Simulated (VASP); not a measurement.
Here is the system:

```yaml
crystal:
  lattice:
    - [0.00000, 2.39000, 2.39000]
    - [2.39000, 0.00000, 2.39000]
    - [2.39000, 2.39000, 0.00000]
  atoms:
    - { symbol: B, position: [0.00000, 0.00000, 0.00000] }
    - { symbol: As, position: [0.25000, 0.25000, 0.25000] }
```

Computed with G0W0 on PBE orbitals, VASP's PBE PAW potentials (set 64) (plane waves; VASP). Numerical set-up: PREC = Normal, 500 eV cut-off, 4×4×4 Γ-centred mesh, Gaussian smearing of 0.010 eV, potentials B_GW As_GW.

The mesh is coarse and the basis finite, so the quasiparticle values are not converged.

NBANDS = 320, ENCUTGW = 300 eV, NOMEGA = 64. The PBE levels (eV) that the step starts from are:

```tsv
state	KS energy	filling
k1 (0.00, 0.00, 0.00), band 1	-9.22	2
k1 (0.00, 0.00, 0.00), band 2	6.18	2
k1 (0.00, 0.00, 0.00), band 3	6.18	2
k1 (0.00, 0.00, 0.00), band 4	6.18	2
k1 (0.00, 0.00, 0.00), band 5	9.44	0
k1 (0.00, 0.00, 0.00), band 6	9.44	0
k1 (0.00, 0.00, 0.00), band 7	9.44	0
k1 (0.00, 0.00, 0.00), band 8	10.82	0
k4 (0.25, 0.25, 0.00), band 1	-7.87	2
k4 (0.25, 0.25, 0.00), band 2	2.08	2
k4 (0.25, 0.25, 0.00), band 3	3.48	2
k4 (0.25, 0.25, 0.00), band 4	3.48	2
k4 (0.25, 0.25, 0.00), band 5	7.82	0
k4 (0.25, 0.25, 0.00), band 6	10.68	0
k4 (0.25, 0.25, 0.00), band 7	13.56	0
k4 (0.25, 0.25, 0.00), band 8	13.56	0
```

Task: Give the quasiparticle energies and renormalisation factors Z.

Result: 
```tsv
state	QP energy (eV)	Z
k1 (0.00, 0.00, 0.00), band 1	-10.11	0.72
k1 (0.00, 0.00, 0.00), band 2	5.49	0.79
k1 (0.00, 0.00, 0.00), band 3	5.49	0.79
k1 (0.00, 0.00, 0.00), band 4	5.49	0.79
k1 (0.00, 0.00, 0.00), band 5	9.60	0.79
k1 (0.00, 0.00, 0.00), band 6	9.60	0.79
k1 (0.00, 0.00, 0.00), band 7	9.60	0.79
k1 (0.00, 0.00, 0.00), band 8	11.17	0.76
k4 (0.25, 0.25, 0.00), band 1	-8.68	0.71
k4 (0.25, 0.25, 0.00), band 2	1.30	0.76
k4 (0.25, 0.25, 0.00), band 3	2.73	0.77
k4 (0.25, 0.25, 0.00), band 4	2.73	0.77
k4 (0.25, 0.25, 0.00), band 5	7.83	0.79
k4 (0.25, 0.25, 0.00), band 6	10.72	0.78
k4 (0.25, 0.25, 0.00), band 7	13.77	0.76
k4 (0.25, 0.25, 0.00), band 8	13.77	0.76
```
On the mesh the gap opens from 1.41 to 1.96 eV.

The compound is BAs in the zinc blende structure. The cell was not relaxed at this level. The k-mesh is coarse (spacing up to 0.57 per Å, 2π included), so the numbers may not be converged in it.
